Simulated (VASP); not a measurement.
Calculation: r2SCAN meta-GGA, VASP's PBE PAW potentials (set 64) (plane waves; VASP).

VASP input:

INCAR:
```
! general
SYSTEM =NiSi2(111) slab
PREC   =Normal
ENCUT  =400
LREAL  =F
LASPH  =T

! electronic loop
EDIFF  =1E-5   ! SCF stop (eV)
NELM   =100   ! most electronic steps
NELMIN =4
ALGO   =Normal
LMAXMIX=4   ! l cut-off of mixed one-centre charges
LMIXTAU=T

! smearing
ISMEAR =1
SIGMA  =0.1   ! width (eV)

! functional
METAGGA=R2SCAN

! ions
IBRION =2   ! conjugate gradients
NSW    =50   ! most ionic steps
ISIF   =2
EDIFFG =-0.03   ! ionic stop

! output
LWAVE  =T
LCHARG =F

! other
LDIPOL =T
IDIPOL =3
DIPOL  =0.5 0.5 0.5
```

KPOINTS:
```
kpoints
0
G
8 8 1
```

### POSCAR
```
NiSi2(111) slab
1
    3.8073433317     0.0000000000     0.0000000000
   -1.9036716659     3.2972558980    -0.0000000000
   -0.0000000000    -0.0000000000    24.2550574193
Si Ni
6 3
Direct
  0.6666670000   0.3333330000   0.3397920000
  0.3333330000   0.6666670000   0.4679580000
  0.0000000000   0.0000000000   0.4038750000
  0.0000000000   0.0000000000   0.5961250000
  0.6666670000   0.3333330000   0.5320420000
  0.3333330000   0.6666670000   0.6602080000
  0.3333330000   0.6666670000   0.3718340000
  0.0000000000   0.0000000000   0.5000000000
  0.6666670000   0.3333330000   0.6281660000
```

POTCAR, in this order: Si Ni (PBE.64 set). Program: vasp_std.

The run wrote:

### OSZICAR
```
...
DAV:   6    -0.898248138712E+02    0.21708E-03   -0.79895E-04   832   0.569E-01    0.579E-02
DAV:   7    -0.898245492362E+02    0.26464E-03   -0.22551E-04   736   0.297E-01    0.189E-02
DAV:   8    -0.898246487928E+02   -0.99557E-04   -0.11931E-04   640   0.111E-01    0.122E-02
DAV:   9    -0.898246914461E+02   -0.42653E-04   -0.13045E-04   640   0.965E-02    0.450E-03
DAV:  10    -0.898248807058E+02   -0.18926E-03   -0.51131E-05   592   0.631E-02    0.303E-03
DAV:  11    -0.898249655590E+02   -0.84853E-04   -0.34158E-05   496   0.490E-02    0.195E-03
DAV:  12    -0.898250263371E+02   -0.60778E-04   -0.10354E-05   456   0.288E-02    0.912E-04
DAV:  13    -0.898250381844E+02   -0.11847E-04   -0.48942E-06   400   0.209E-02    0.647E-04
DAV:  14    -0.898251034860E+02   -0.65302E-04   -0.13626E-05   440   0.271E-02    0.865E-04
DAV:  15    -0.898251267072E+02   -0.23221E-04   -0.73495E-06   424   0.235E-02    0.676E-04
DAV:  16    -0.898251334841E+02   -0.67769E-05   -0.25440E-06   408   0.139E-02
   3 F= -.89825133E+02 E0= -.89825106E+02  d E =-.111547E+00
       N       E                     dE             d eps       ncg     rms          rms(c)
DAV:   1    -0.898252150742E+02   -0.88367E-04   -0.88640E-03   656   0.557E-01    0.341E-02
DAV:   2    -0.898252663203E+02   -0.51246E-04   -0.59109E-04   840   0.189E-01    0.278E-02
DAV:   3    -0.898252824321E+02   -0.16112E-04   -0.39082E-05   600   0.620E-02    0.190E-02
DAV:   4    -0.898252842343E+02   -0.18022E-05   -0.52023E-05   584   0.105E-01
   4 F= -.89825284E+02 E0= -.89825216E+02  d E =-.111698E+00
       N       E                     dE             d eps       ncg     rms          rms(c)
DAV:   1    -0.898322947132E+02   -0.70123E-02   -0.33225E-01   640   0.307E+00    0.154E-01
DAV:   2    -0.898335138243E+02   -0.12191E-02   -0.14879E-02   936   0.127E+00    0.152E-01
DAV:   3    -0.898339922134E+02   -0.47839E-03   -0.44206E-03   832   0.154E+00    0.143E-01
DAV:   4    -0.898339216988E+02    0.70515E-04   -0.69681E-04   896   0.686E-01    0.780E-02
DAV:   5    -0.898339239514E+02   -0.22526E-05   -0.13940E-04   672   0.101E-01    0.383E-02
DAV:   6    -0.898338492911E+02    0.74660E-04   -0.30636E-04   680   0.202E-01    0.323E-02
DAV:   7    -0.898338168890E+02    0.32402E-04   -0.83798E-05   672   0.141E-01    0.700E-03
DAV:   8    -0.898338737092E+02   -0.56820E-04   -0.34806E-05   496   0.656E-02    0.344E-03
DAV:   9    -0.898339032010E+02   -0.29492E-04   -0.93036E-06   432   0.294E-02    0.138E-03
DAV:  10    -0.898339108808E+02   -0.76798E-05   -0.40840E-06   400   0.166E-02
   5 F= -.89833911E+02 E0= -.89833946E+02  d E =-.862665E-02
       N       E                     dE             d eps       ncg     rms          rms(c)
DAV:   1    -0.898346023516E+02   -0.69915E-03   -0.81174E-02   640   0.152E+00    0.783E-02
DAV:   2    -0.898348419879E+02   -0.23964E-03   -0.37547E-03   952   0.677E-01    0.805E-02
DAV:   3    -0.898349499728E+02   -0.10798E-03   -0.11725E-03   848   0.799E-01    0.707E-02
DAV:   4    -0.898349135265E+02    0.36446E-04   -0.18324E-04   848   0.343E-01    0.382E-02
DAV:   5    -0.898349201742E+02   -0.66477E-05   -0.36880E-05   536   0.505E-02
   6 F= -.89834920E+02 E0= -.89835181E+02  d E =-.963594E-02
       N       E                     dE             d eps       ncg     rms          rms(c)
DAV:   1    -0.898375644979E+02   -0.26510E-02   -0.60110E-01   640   0.419E+00    0.162E-01
DAV:   2    -0.898370004143E+02    0.56408E-03   -0.11486E-02   880   0.121E+00    0.150E-01
DAV:   3    -0.898377520992E+02   -0.75168E-03   -0.27617E-03   928   0.117E+00    0.104E-01
DAV:   4    -0.898382668031E+02   -0.51470E-03   -0.73328E-04   936   0.675E-01    0.516E-02
DAV:   5    -0.898388192317E+02   -0.55243E-03   -0.44559E-04   824   0.396E-01    0.520E-02
DAV:   6    -0.898390169010E+02   -0.19767E-03   -0.26604E-04   728   0.287E-01    0.123E-02
DAV:   7    -0.898390568505E+02   -0.39949E-04   -0.95546E-05   640   0.875E-02    0.651E-03
DAV:   8    -0.898390696822E+02   -0.12832E-04   -0.31360E-05   496   0.501E-02    0.285E-03
DAV:   9    -0.898390771655E+02   -0.74833E-05   -0.17803E-05   440   0.357E-02
   7 F= -.89839077E+02 E0= -.89839341E+02  d E =-.415699E-02
       N       E                     dE             d eps       ncg     rms          rms(c)
DAV:   1    -0.898331501064E+02    0.59196E-02   -0.37961E+00   640   0.106E+01    0.419E-01
DAV:   2    -0.898366891152E+02   -0.35390E-02   -0.79582E-02   960   0.359E+00    0.444E-01
DAV:   3    -0.898382748442E+02   -0.15857E-02   -0.19952E-02   936   0.327E+00    0.242E-01
DAV:   4    -0.898407257004E+02   -0.24509E-02   -0.43165E-03   960   0.157E+00    0.133E-01
DAV:   5    -0.898423310427E+02   -0.16053E-02   -0.25225E-03   896   0.983E-01    0.124E-01
DAV:   6    -0.898431121206E+02   -0.78108E-03   -0.12404E-03   760   0.667E-01    0.313E-02
DAV:   7    -0.898432376768E+02   -0.12556E-03   -0.41304E-04   688   0.188E-01    0.156E-02
DAV:   8    -0.898433448748E+02   -0.10720E-03   -0.11299E-04   640   0.908E-02    0.666E-03
DAV:   9    -0.898433822740E+02   -0.37399E-04   -0.68594E-05   640   0.647E-02    0.334E-03
DAV:  10    -0.898434561427E+02   -0.73869E-04   -0.30305E-05   496   0.464E-02    0.196E-03
DAV:  11    -0.898434326718E+02    0.23471E-04   -0.12771E-05   432   0.336E-02    0.109E-03
DAV:  12    -0.898435291398E+02   -0.96468E-04   -0.15906E-05   424   0.326E-02    0.865E-04
DAV:  13    -0.898435549973E+02   -0.25858E-04   -0.75146E-06   432   0.228E-02    0.716E-04
DAV:  14    -0.898435673535E+02   -0.12356E-04   -0.25288E-06   400   0.128E-02    0.501E-04
DAV:  15    -0.898435869205E+02   -0.19567E-04   -0.35236E-06   416   0.141E-02    0.490E-04
DAV:  16    -0.898435767460E+02    0.10175E-04   -0.43363E-06   408   0.198E-02    0.284E-04
DAV:  17    -0.898435869178E+02   -0.10172E-04   -0.70982E-07   352   0.829E-03    0.246E-04
DAV:  18    -0.898435951253E+02   -0.82075E-05   -0.21085E-06   384   0.122E-02
   8 F= -.89843595E+02 E0= -.89843871E+02  d E =-.867495E-02
       N       E                     dE             d eps       ncg     rms          rms(c)
DAV:   1    -0.898432763991E+02    0.31052E-03   -0.10383E+00   640   0.548E+00    0.159E-01
DAV:   2    -0.898424468725E+02    0.82953E-03   -0.12158E-02   936   0.140E+00    0.186E-01
DAV:   3    -0.898432082657E+02   -0.76139E-03   -0.34479E-03   896   0.132E+00    0.100E-01
DAV:   4    -0.898439942042E+02   -0.78594E-03   -0.11833E-03   768   0.603E-01    0.634E-02
DAV:   5    -0.898445512954E+02   -0.55709E-03   -0.65697E-04   792   0.469E-01    0.436E-02
DAV:   6    -0.898447435572E+02   -0.19226E-03   -0.28246E-04   680   0.261E-01    0.101E-02
DAV:   7    -0.898447404044E+02    0.31527E-05   -0.83812E-05   632   0.777E-02
   9 F= -.89844740E+02 E0= -.89844872E+02  d E =-.114528E-02
       N       E                     dE             d eps       ncg     rms          rms(c)
DAV:   1    -0.898447581597E+02   -0.14603E-04   -0.29910E-03   640   0.297E-01    0.830E-03
DAV:   2    -0.898447473797E+02    0.10780E-04   -0.60190E-05   640   0.601E-02    0.553E-03
DAV:   3    -0.898448116619E+02   -0.64282E-04   -0.13537E-05   432   0.330E-02    0.350E-03
DAV:   4    -0.898448000208E+02    0.11641E-04   -0.72400E-06   416   0.440E-02    0.424E-03
DAV:   5    -0.898448040311E+02   -0.40103E-05   -0.34500E-06   400   0.365E-02
  10 F= -.89844804E+02 E0= -.89844944E+02  d E =-.120891E-02
       N       E                     dE             d eps       ncg     rms          rms(c)
DAV:   1    -0.898448451970E+02   -0.45176E-04   -0.24748E-02   640   0.859E-01    0.483E-02
DAV:   2    -0.898450065473E+02   -0.16135E-03   -0.13916E-03   888   0.314E-01    0.373E-02
DAV:   3    -0.898449902748E+02    0.16272E-04   -0.19358E-04   848   0.298E-01    0.347E-02
DAV:   4    -0.898449853194E+02    0.49555E-05   -0.70160E-05   784   0.244E-01
  11 F= -.89844985E+02 E0= -.89845251E+02  d E =-.181288E-03
```

### OUTCAR
```
------------------------ aborting loop because EDIFF is reached ----------------------------------------
  FORCE on cell =-STRESS in cart. coord.  units (eV):
  Direction    XX          YY          ZZ          XY          YZ          ZX
  --------------------------------------------------------------------------------------
  Total       -2.6226752     -2.6226749     -0.1365551      0.0000000      0.0000000      0.0000000
  in kB      -13.7999682    -13.7999669     -0.7185244      0.0000000      0.0000000      0.0000000
  external PRESSURE =      -9.4394865 kB  Pullay stress =       0.0000000 kB
  volume of cell :      304.49
      direct lattice vectors                 reciprocal lattice vectors
     3.807343332  0.000000000  0.000000000     0.262650335  0.151641248  0.000000000
    -1.903671666  3.297255898  0.000000000     0.000000000  0.303282496  0.000000000
     0.000000000  0.000000000 24.255057419     0.000000000  0.000000000  0.041228515
 POSITION                                       TOTAL-FORCE (eV/Angst)
 -----------------------------------------------------------------------------------
      1.90367      1.09908      8.35891         0.000000     -0.000000     -0.003517
     -0.00000      2.19817     11.35068         0.000000      0.000000     -0.016399
     -0.00000      0.00000      9.76325        -0.000000     -0.000000      0.008244
      0.00000      0.00000     14.49181        -0.000000      0.000000     -0.008244
      1.90367      1.09908     12.90438        -0.000000      0.000000      0.016399
     -0.00000      2.19817     15.89615        -0.000000      0.000000      0.003517
     -0.00000      2.19817      9.06694        -0.000000      0.000000      0.021203
      0.00000      0.00000     12.12753        -0.000000      0.000000      0.000000
      1.90367      1.09908     15.18812         0.000000     -0.000000     -0.021203
 -----------------------------------------------------------------------------------
    total drift:                               -0.000000      0.000000      0.000000
  FREE ENERGIE OF THE ION-ELECTRON SYSTEM (eV)
  ---------------------------------------------------
  free  energy   TOTEN  =       -89.8449853194 eV

  energy  without entropy=      -89.8457816761  energy(sigma->0) =      -89.84525077

 reached required accuracy - stopping structural energy minimisation
```
(Selected blocks of OUTCAR.)

File CONTCAR:
```
NiSi2(111) slab
   1.00000000000000
     3.8073433316999998    0.0000000000000000    0.0000000000000000
    -1.9036716658999999    3.2972558980000000    0.0000000000000000
     0.0000000000000000    0.0000000000000000   24.2550574193000017
  Si              Ni
     6     3
Direct
     0.6666669999999968    0.3333330000000032    0.3446252880643367
     0.3333330000000032    0.6666669999999968    0.4679717525288870
     0.0000000000000000    0.0000000000000000    0.4025241753247280
     0.0000000000000000    0.0000000000000000    0.5974758246752722
     0.6666669999999968    0.3333330000000032    0.5320282474711128
     0.3333330000000032    0.6666669999999968    0.6553747119356633
     0.3333330000000032    0.6666669999999968    0.3738163608812683
     0.0000000000000000    0.0000000000000000    0.5000000000000000
     0.6666669999999968    0.3333330000000032    0.6261836391187315
```

The cell is a thin slab with vacuum, built from NiSi2 (fluorite): (111) face. The run is not spin-polarised, so no magnetic state was tried.
